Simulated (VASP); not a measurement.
Consider the following.

```xyz
6
Lattice="-2.1486 2.1486 4.0140 2.1486 -2.1486 4.0140 2.1486 2.1486 -4.0140" Properties=species:S:1:pos:R:3 pbc="T T T"
Mo     0.0000     2.1486     3.9094
Mo     0.0000     0.0000     1.9023
Mo     0.0000     0.0000     6.1258
Mo     0.0000     2.1486     0.1047
N      2.1486     0.0000     2.0070
N      0.0000     0.0000     4.0140
```

Calculation: LDA (Ceperley-Alder, Perdew-Zunger), VASP's LDA PAW potentials (set 64) (plane waves; VASP 6.6.1). Numerical set-up: 400 eV cut-off, 7×7×7 Γ-centred mesh, Fermi-Dirac smearing of 0.10 eV, potentials Mo_sv N.

At this cut-off the stress carries a Pulay error, which pulls relaxed volumes low.

Problem. Predict the energy per atom (σ→0), pressure, largest force, band gap (on the k-mesh) with the smallest direct gap where there is one.

Solution. 
| Quantity | Result |
|---|---|
| band gap (on the k-mesh) | none (metal, semimetal or under 0.01 eV) |
| energy per atom (σ→0) | -1112.3 kJ/mol of atoms |
| pressure | -21.80 GPa |
| largest force | 0.395 eV/Å |

The absolute energy has meaning only against runs of the same code, potentials and settings.

The structure comes from a computed database's Mo2N entry (I4_1/amd); how it stands against other phases isn't given here. The cell was not relaxed at this level.
